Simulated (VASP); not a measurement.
Input:

```
CELL_PARAMETERS angstrom
      2.85438     0.00000     0.00000
      0.00000     2.85438     0.00000
      0.00000     0.00000     4.10479
ATOMIC_POSITIONS crystal
  Ti 0.00000 0.00000 0.00000
  Al 0.50000 0.50000 0.50000
```

The numbers are results of AM05 GGA, VASP's PBE PAW potentials (set 64) (plane waves; VASP), not measurements. Run with 520 eV cut-off, 13×13×9 Γ-centred mesh, first-order Methfessel-Paxton smearing of 0.10 eV, potentials Ti_sv Al.

Problem. Give the stress tensor in GPa (positive for a compressed cell).

Solution. 
```
-6.30   0.00   0.00
 0.00  -6.30   0.00
 0.00   0.00  -6.28
```
The pressure is its mean diagonal, -6.29 GPa.

The compound is TiAl in the L1_0 structure. This cell is one point of a volume scan, at 1.06 of the reference volume. The electron count is odd and the run is not spin-polarised, which forces a metal.
